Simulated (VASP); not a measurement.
Ga:

```
Ga
1.0
     2.26150   -3.83050    0.00000
     2.26150    3.83050    0.00000
     0.00000    0.00000    4.52400
Ga
4
Direct
  0.84510 0.15490 0.08100
  0.65490 0.34510 0.58100
  0.15490 0.84510 0.91900
  0.34510 0.65490 0.41900
```

```yaml
Program: VASP 6.6.1
Task: relaxation of cell and atoms
Functional: PBE
Potentials_or_basis: VASP PAW PBE potentials, release 64 (Ga_d)
Cutoff: 600 eV
k_mesh: 8 × 8 × 8
Occupations: methfessel-paxton, width 0.1 eV
Spin: no spin polarisation
```

At the start: pressure 2.0 GPa; volume 19.59 Å³/atom.

Problem. Where does the relaxation end?

Solution. Over 6 steps the energy falls by 4.9 meV/atom and the volume is 20.36 Å³/atom (+3.9 %); space group Cmce (No. 64, to 0.05 Å).

The path:
```
step  energy change (eV)  largest force (eV/Å)  pressure (GPa)  volume (Å³)
   1              0.0000                0.1016            2.00        78.38
   2             -0.0191                0.0212            0.07        81.18
   3             -0.0191                0.0188            0.05        81.29
   4             -0.0194                0.0214            0.04        81.33
   5             -0.0195                0.0247            0.02        81.38
   6             -0.0196                0.0077           -0.01        81.44
```

Final structure:
```
CELL_PARAMETERS angstrom
2.29275 -3.87312 0.00000
2.29275 3.87312 0.00000
0.00000 0.00000 4.58564
ATOMIC_POSITIONS crystal
Ga 0.84405 0.15595 0.08193
Ga 0.65595 0.34405 0.58193
Ga 0.15595 0.84405 0.91807
Ga 0.34405 0.65595 0.41807
```
